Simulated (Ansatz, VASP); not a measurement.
# Cross-check of Cu5P (Cu(100), 5 layers, one monolayer of P on bridge sites) between VASP and Ansatz, part 2 of 2

Aim: how closely do two programs agree when they are given the same cell, functional and k mesh? Of the first pair: The structure shown is the start of the Ansatz relaxation below; VASP solves that cell, so the two are compared at the walk's first step.

VASP 6.6.1 and Ansatz 0.2.0.

So far: Set-up; Ansatz: relaxation, PBE; VASP: single point, PBE, start cell, pair 1.

## (4) Differences

Known differences besides the potentials themselves: the data sets hold 100 valence electrons in Ansatz (on its default PAW (the set named soft_2) files) and 60 in VASP; the cutoff is 420 eV in Ansatz and 520 eV in VASP. Total energies have different zeros and are not compared.

Forces (eV/Å; atoms numbered as in POSCAR):

| atom | Ansatz x, y, z | VASP x, y, z |
| --- | --- | --- |
| Cu1 | 0.000, 0.000, 0.122 | 0.000, 0.000, 0.096 |
| Cu2 | 0.000, 0.000, -0.219 | 0.000, 0.000, -0.217 |
| Cu3 | 0.000, 0.000, -0.002 | 0.000, 0.000, -0.002 |
| Cu4 | 0.000, 0.000, -0.092 | 0.000, 0.000, -0.092 |
| Cu5 | 0.000, 0.000, 0.204 | 0.000, 0.000, 0.204 |
| P6 | 0.000, 0.000, -0.013 | 0.000, 0.000, 0.010 |

The forces differ by 8.2 meV/Å r.m.s., which is 10.6 % of the r.m.s. force of 0.077 eV/Å (both taken over all components). With vacuum in the cell, a pressure given here is an average over mostly empty space and none of the material.

## (5) Ansatz: relaxation, PBE

This run makes the geometry at which the two programs are then compared.

The structure compared here is the end of the Ansatz relaxation.

input.yaml reads:

```yaml
crystal:
  lattice:
    - [2.5526554801, 0.0, 0.0]
    - [0.0, 2.5526554801, 0.0]
    - [0.0, 0.0, 26.22]
  atoms:
    - { symbol: Cu, position: [0.0, 0.0, 0.3165522502] }
    - { symbol: Cu, position: [0.5, 0.5, 0.3853928299] }
    - { symbol: Cu, position: [0.0, 0.0, 0.4542334096] }
    - { symbol: Cu, position: [0.5, 0.5, 0.5230739893] }
    - { symbol: Cu, position: [0.0, 0.0, 0.591914569] }
    - { symbol: P, position: [0.5, 0.0, 0.6689803628] }
kpoints:
  mp_grid: { grid: [10, 10, 1] }
hamiltonian:
  xc: pbe
scf:
  occupations: { method: fermi_dirac, width: 0.1 }
  convergence: { dr2_threshold: 1.0e-08 }
efield:
  axis: 3
  dipole_correction: true
  ramp_position: 0.97
  ramp_width: 0.04
relax:
  f_tol: 0.01
  constraints: [{ sites: [0, 1, 2] }]
output:
  write_potential: true
  write_density: true
  volumetric_format: npy
```

The run is started by

```sh
$ ansatz run input.yaml --threads 4 --pin off --max-ram 8192MiB --backend cpu --events-out ev --progress --plain --runs-dir out
```

Numbers of over 12 decimals in the logs are rounded to 6 here.

Log:

```text
[...]
Crystal: 6 atoms, lattice volume = 170.851 Å³
Basis set: ecut = 420 eV, 3371 PW (Γ), exchange–correlation on 36×36×360 points (8 copies of the dense FFT grid, shifted against one another)
Bands: 60, of which v1, the nominal top of the filled ones, is band 50 counted from 1 (49 counted from 0)
Symmetry: 4 space group operations
[...]
F+E_penalty+E_count = -33880.53877350 eV   max|allowed force component| = 4.058e-3 eV/Å
  atoms:
    - { symbol: Cu, position: [0.0, 0.0, 0.3165522502] }
    - { symbol: Cu, position: [0.5, 0.5, 0.3853928299] }
    - { symbol: Cu, position: [0.0, 0.0, 0.4542334096] }
    - { symbol: Cu, position: [0.5, 0.5, 0.523994] }
    - { symbol: Cu, position: [0.0, 0.0, 0.594601] }
    - { symbol: P, position: [0.5, 0.0, 0.671349] }
[key lines of the parts left out:]
SCF converged after 7 iterations
Free energy (F): -33880.538773 eV
Fermi energy:    4.116466 eV
Dipole field:    D = -0.008194 V/Å  (p = -0.007736 e·Å, saw-weighted, corrected)
Work function:   Φ+ = 4.7601 eV   Φ− = 4.5452 eV
```

## (6) VASP: single point, PBE, relaxed cell, pair 2

The same cell, functional, mesh and smearing now go to VASP, with its own data sets.

INCAR reads:

```
SYSTEM = Cu5P
PREC = Accurate
ENCUT = 520
EDIFF = 1E-06
NELM = 120
ISMEAR = -1
SIGMA = 0.1
LREAL = .FALSE.
ALGO = Normal
GGA = PE
NBANDS = 37
LASPH = .TRUE.
LORBIT = 11
LWAVE = .FALSE.
LCHARG = .FALSE.
ISIF = 2
LDIPOL = .TRUE.
IDIPOL = 3
DIPOL = 0.5 0.5 0.49
LVHAR = .TRUE.
GGA_COMPAT = .FALSE.
NELMDL = -8
KPAR = 2
```

POSCAR reads:

```
Cu5P
1.0
    2.5526554801      0.0000000000      0.0000000000
    0.0000000000      2.5526554801      0.0000000000
    0.0000000000      0.0000000000     26.2200000000
Cu P
5 1
Direct
    0.0000000000      0.0000000000      0.3165522502
    0.5000000000      0.5000000000      0.3853928299
    0.0000000000      0.0000000000      0.4542334096
    0.5000000000      0.5000000000      0.5239941480
    0.0000000000      0.0000000000      0.5946011681
    0.5000000000      0.0000000000      0.6713493385
```

KPOINTS reads:

```
Automatic mesh
0
Gamma
10 10 1
0 0 0
```

Potentials, in the order of the species: Cu and P (PBE family, release 64).

The run is started by

```sh
$ mpirun -np 2 vasp_std
```

Log:

```text
[... set-up lines as in an earlier step ...]
 entering main loop
       N       E                     dE             d eps       ncg     rms          rms(c)
DAV:   1     0.518886265367E+03    0.51889E+03   -0.26325E+04  2664   0.202E+03
DAV:   2     0.273771764997E+02   -0.49151E+03   -0.47592E+03  2684   0.409E+02
DAV:   3    -0.248041053638E+02   -0.52181E+02   -0.49878E+02  3134   0.184E+02
DAV:   4    -0.278070186766E+02   -0.30029E+01   -0.29157E+01  3718   0.454E+01
[...]
DAV:  34    -0.230145437740E+02   -0.24232E-05   -0.71251E-07  1811   0.208E-02    0.273E-03
DAV:  35    -0.230145457586E+02   -0.19847E-05   -0.75641E-07  1714   0.900E-03    0.215E-03
DAV:  36    -0.230145465446E+02   -0.78595E-06   -0.26521E-07  1719   0.549E-03
   1 F= -.23014547E+02 E0= -.22970972E+02  d E =-.871490E-01
```

Parts of OUTCAR (step 6):

```text
  Total       -1.1969346     -0.5320109      0.1658546      0.0000000      0.0000000      0.0000000
  in kB      -11.2244203     -4.9890056      1.5553240      0.0000000      0.0000000      0.0000000
  external PRESSURE =      -4.8860340 kB  Pullay stress =       0.0000000 kB

 POSITION                                       TOTAL-FORCE (eV/Angst)
 -----------------------------------------------------------------------------------
      0.00000      0.00000      8.30000         0.000000      0.000000      0.096056
      1.27633      1.27633     10.10500         0.000000      0.000000     -0.214439
      0.00000      0.00000     11.91000         0.000000      0.000000      0.094974
      1.27633      1.27633     13.73913         0.000000      0.000000     -0.003815
      0.00000      0.00000     15.59044         0.000000      0.000000     -0.001227
      1.27633      0.00000     17.60278         0.000000      0.000000      0.028452
 -----------------------------------------------------------------------------------
    total drift:                               -0.000000     -0.000000     -0.004342

  FREE ENERGIE OF THE ION-ELECTRON SYSTEM (eV)
  ---------------------------------------------------
  free  energy   TOTEN  =       -23.0145465446 eV

  energy  without entropy=      -22.9273975744  energy(sigma->0) =      -22.97097206

[... 2 parts as in an earlier step ...]

[... 1 further part left out ...]
[key lines of the parts left out:]
E-fermi :   0.8283
```

## (7) Differences

What differs besides the data sets and the points named for the pairs above, as far as they apply: the data sets hold 100 valence electrons in Ansatz (on its default PAW (the set named soft_2) files) and 60 in VASP. Total energies have different zeros and are not compared.

The two programs side by side:

| quantity | Ansatz | VASP | difference |
| --- | --- | --- | --- |
| work function, lower of the two faces (eV) | 4.55 | 4.53 | +0.02 |
| work function, higher of the two faces (eV) | 4.76 | 4.77 | -0.01 |

Forces (eV/Å; atoms numbered as in POSCAR):

| atom | Ansatz x, y, z | VASP x, y, z |
| --- | --- | --- |
| Cu1 | 0.000, 0.000, 0.122 | 0.000, 0.000, 0.096 |
| Cu2 | 0.000, 0.000, -0.216 | 0.000, 0.000, -0.214 |
| Cu3 | 0.000, 0.000, 0.095 | 0.000, 0.000, 0.095 |
| Cu4 | 0.000, 0.000, -0.004 | 0.000, 0.000, -0.004 |
| Cu5 | 0.000, 0.000, -0.001 | 0.000, 0.000, -0.001 |
| P6 | 0.000, 0.000, 0.004 | 0.000, 0.000, 0.028 |

The forces differ by 8.4 meV/Å r.m.s., which is 13.9 % of the r.m.s. force of 0.060 eV/Å (both taken over all components). With vacuum in the cell, a pressure given here is an average over mostly empty space and none of the material.

## (8) Summary of results

* r.m.s. force difference (single point, PBE, start cell, pair 1): 8.2 meV/Å
* r.m.s. force difference (single point, PBE, relaxed cell, pair 2): 8.4 meV/Å

The r.m.s. force difference is 8.4 meV/Å (single point, PBE, relaxed cell, pair 2), within the 12 meV/Å picked in this series as the mark of a large difference. The data sets hold unlike numbers of valence electrons (100 in Ansatz and 60 in VASP), so part of the differences comes from the potentials. How closely two codes agree says nothing of how well the functional describes the real material.

[Lines on the potential files, build, host, timing and source positions are cut from VASP's logs without a mark.]

[Logs are printed without paths, hosts, clocks, repeated set-up lines and the standing remarks that a program may print on its own settings, such as how far it seeks lower states.]

[Hosts, paths, dates, database ids (printed as entryN), source tags and the programs' standing remarks are cut or masked in the printed files.]
